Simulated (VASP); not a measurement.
An input for Quantum ESPRESSO's pw.x (written as the equivalent of a VASP run, and not itself run):

```
&CONTROL
  calculation = 'scf'
  pseudo_dir = './pseudo'
  outdir = './out'
  tprnfor = .true.
  tstress = .true.
/
&SYSTEM
  ibrav = 0
  nat = 2
  ntyp = 2
  ecutwfc = 82
  occupations = 'tetrahedra'
  input_dft = 'vdw-df2-b86r'
/
&ELECTRONS
  conv_thr = 7.3e-09
  electron_maxstep = 100
/
ATOMIC_SPECIES
  Ag 107.868 Ag.upf
  Br 79.904 Br.upf
CELL_PARAMETERS angstrom
    -0.0000000    2.8787922    2.8787922
     2.8787922    0.0000000    2.8787922
     2.8787922    2.8787922    0.0000000
ATOMIC_POSITIONS crystal
  Ag   0.0000000  0.0000000  1.0000000
  Br   0.5000000  0.5000000  0.5000000
K_POINTS automatic
  9 9 9 0 0 0
```

Write the VASP files for the same calculation (rev-vdW-DF2).

Several could match; the one computed here: 
File POSCAR:
```
AgBr
1
   -0.0000000000     2.8787921788     2.8787921788
    2.8787921788     0.0000000000     2.8787921788
    2.8787921788     2.8787921788     0.0000000000
Ag Br
1 1
Direct
  0.0000000000   0.0000000000   1.0000000000
  0.5000000000   0.5000000000   0.5000000000
```

**KPOINTS**
```
Automatic mesh
0
Gamma
9 9 9
0 0 0
```

INCAR:
```
# general
SYSTEM    =  AgBr
PREC      =  Accurate
ENCUT     =  520
LREAL     =  .False.
LASPH     =  .True.

# electronic loop
EDIFF     =  1E-7
NELM      =  100
ALGO      =  Normal
LMAXMIX   =  4

# smearing
ISMEAR    =  -5

# functional
GGA       =  MK
LUSE_VDW  =  .True.
AGGAC     =  0.0
PARAM1    =  0.1234568
PARAM2    =  0.7114
ZAB_VDW   =  -1.8867

# ions
ISIF      =  2

# output
LWAVE     =  .False.
LCHARG    =  .True.
LORBIT    =  11
NEDOS     =  601
```

POTCAR, in this order: Ag Br (PBE.64 set). Program: vasp_std.

Limits of the translation: the potentials are each code's own (VASP's PAW set, PseudoDojo norm-conserving files in pw.x), so ENCUT and ecutwfc are chosen apart and not converted; conv_thr bounds pw.x's estimated SCF error, while EDIFF bounds the energy change between steps.

The compound is AgBr in the rock salt structure. It was relaxed first.
